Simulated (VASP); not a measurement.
Input:

```
LiF
1.0
    0.00000     2.01500     2.01500
    2.01500     0.00000     2.01500
    2.01500     2.01500     0.00000
Li F
1 1
Direct
  0.00000   0.00000   0.00000
  0.50000   0.50000   0.50000
```

The numbers are results of G0W0 on PBE orbitals, VASP's PBE PAW potentials (set 64) (plane waves; VASP), not measurements. Run with PREC = Normal, 500 eV cut-off, 4×4×4 Γ-centred mesh, Gaussian smearing of 0.010 eV, potentials Li_sv_GW F_GW_new.

The mesh is coarse and the basis finite, so the quasiparticle values are not converged.

NBANDS = 160, ENCUTGW = 200 eV, NOMEGA = 64. The PBE levels (eV) that the step starts from are:

| state | KS energy | filling |
|---|---|---|
| k1 (0.00, 0.00, 0.00), band 2 | -20.97 | 2 |
| k1 (0.00, 0.00, 0.00), band 3 | -1.01 | 2 |
| k1 (0.00, 0.00, 0.00), band 4 | -1.01 | 2 |
| k1 (0.00, 0.00, 0.00), band 5 | -1.01 | 2 |
| k1 (0.00, 0.00, 0.00), band 6 | 8.03 | 0 |
| k1 (0.00, 0.00, 0.00), band 7 | 22.91 | 0 |
| k1 (0.00, 0.00, 0.00), band 8 | 22.91 | 0 |
| k1 (0.00, 0.00, 0.00), band 9 | 22.91 | 0 |
| k3 (0.50, 0.00, 0.00), band 2 | -20.54 | 2 |
| k3 (0.50, 0.00, 0.00), band 3 | -3.53 | 2 |
| k3 (0.50, 0.00, 0.00), band 4 | -1.24 | 2 |
| k3 (0.50, 0.00, 0.00), band 5 | -1.24 | 2 |
| k3 (0.50, 0.00, 0.00), band 6 | 9.75 | 0 |
| k3 (0.50, 0.00, 0.00), band 7 | 15.69 | 0 |
| k3 (0.50, 0.00, 0.00), band 8 | 17.86 | 0 |
| k3 (0.50, 0.00, 0.00), band 9 | 17.86 | 0 |
| k6 (-0.25, 0.25, 0.00), band 2 | -20.52 | 2 |
| k6 (-0.25, 0.25, 0.00), band 3 | -2.87 | 2 |
| k6 (-0.25, 0.25, 0.00), band 4 | -2.34 | 2 |
| k6 (-0.25, 0.25, 0.00), band 5 | -1.26 | 2 |
| k6 (-0.25, 0.25, 0.00), band 6 | 11.05 | 0 |
| k6 (-0.25, 0.25, 0.00), band 7 | 14.76 | 0 |
| k6 (-0.25, 0.25, 0.00), band 8 | 18.41 | 0 |
| k6 (-0.25, 0.25, 0.00), band 9 | 18.43 | 0 |

Q: Give the quasiparticle energies and renormalisation factors Z.

A: 
```csv
state,QP energy (eV),Z
"k1 (0.00, 0.00, 0.00), band 2",-25.31,0.79
"k1 (0.00, 0.00, 0.00), band 3",-3.91,0.81
"k1 (0.00, 0.00, 0.00), band 4",-3.91,0.81
"k1 (0.00, 0.00, 0.00), band 5",-3.91,0.81
"k1 (0.00, 0.00, 0.00), band 6",9.59,0.88
"k1 (0.00, 0.00, 0.00), band 7",25.07,0.86
"k1 (0.00, 0.00, 0.00), band 8",25.07,0.86
"k1 (0.00, 0.00, 0.00), band 9",25.07,0.86
"k3 (0.50, 0.00, 0.00), band 2",-24.63,0.76
"k3 (0.50, 0.00, 0.00), band 3",-6.86,0.81
"k3 (0.50, 0.00, 0.00), band 4",-4.19,0.81
"k3 (0.50, 0.00, 0.00), band 5",-4.19,0.81
"k3 (0.50, 0.00, 0.00), band 6",11.31,0.89
"k3 (0.50, 0.00, 0.00), band 7",17.88,0.84
"k3 (0.50, 0.00, 0.00), band 8",19.76,0.88
"k3 (0.50, 0.00, 0.00), band 9",19.76,0.88
"k6 (-0.25, 0.25, 0.00), band 2",-24.61,0.76
"k6 (-0.25, 0.25, 0.00), band 3",-6.09,0.81
"k6 (-0.25, 0.25, 0.00), band 4",-5.45,0.81
"k6 (-0.25, 0.25, 0.00), band 5",-4.20,0.81
"k6 (-0.25, 0.25, 0.00), band 6",12.86,0.87
"k6 (-0.25, 0.25, 0.00), band 7",16.65,0.87
"k6 (-0.25, 0.25, 0.00), band 8",20.45,0.86
"k6 (-0.25, 0.25, 0.00), band 9",20.42,0.87
```
On the mesh the gap opens from 9.05 to 13.50 eV.

The compound is LiF in the rock salt structure. The cell was not relaxed at this level. The k-mesh is coarse (spacing up to 0.68 per Å, 2π included), so the numbers may not be converged in it.
